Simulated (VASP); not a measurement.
Write the native input for VASP 6.6.1 that does the following.

```
Task                   : electrostatic potential
Functional             : PBE
Potentials or basis    : VASP PAW PBE potentials, release 64 (Ge_d)
Cutoff                 : 700 eV
k mesh                 : 10 × 10 × 10
Occupations            : gaussian, width 0.02 eV
Spin                   : no spin polarisation
Further INCAR settings : ALGO = Normal; EDIFF = 1e-06
```

The structure of Ge lies in POSCAR:

```
Ge                                      
1.0
    0.0000000000      2.8780711046      2.8780711046
    2.8780711046      0.0000000000      2.8780711046
    2.8780711046      2.8780711046      0.0000000000
  Ge            
     2
Direct
     0.0000000000000000    0.0000000000000000    0.0000000000000000
     0.2500000000000000    0.2500000000000000    0.2500000000000000
```

The cell was built by a generator and needn't be a form met in nature.

The input as run:

INCAR

```
SYSTEM = Ge
ALGO = Normal ; EDIFF = 1E-6
ENCUT = 700 ; GGA = PE
ISIF = 2 ; ISMEAR = 0
LASPH = .TRUE. ; LCHARG = .TRUE.
LREAL = .FALSE. ; LVHAR = .TRUE.
LWAVE = .FALSE. ; NELM = 80
PREC = Accurate ; SIGMA = 0.02
```

KPOINTS

```
k-points
0
G
  10 10 10
  0 0 0
```

Potentials or basis: VASP PAW PBE potentials, release 64 (Ge_d).

The run is started by

```bash
$ cat potpaw_PBE.64/Ge_d/POTCAR > POTCAR
$ mpirun -np 1 vasp_std > vasp.out
```

It gave:

| Property | Result |
| --- | --- |
| Pressure | 0.1 GPa |
| Band gap on the k mesh | none (metal or under the smearing width) |

Caveat: this crystal is a semiconductor, whose small gap the functional closes, so the metal is an error of the method.

It took 39 s on 1 thread of Intel(R) Xeon(R) Platinum 8375C CPU @ 2.90GHz (Ice Lake), on a shared host, peak memory 0.23 GiB.
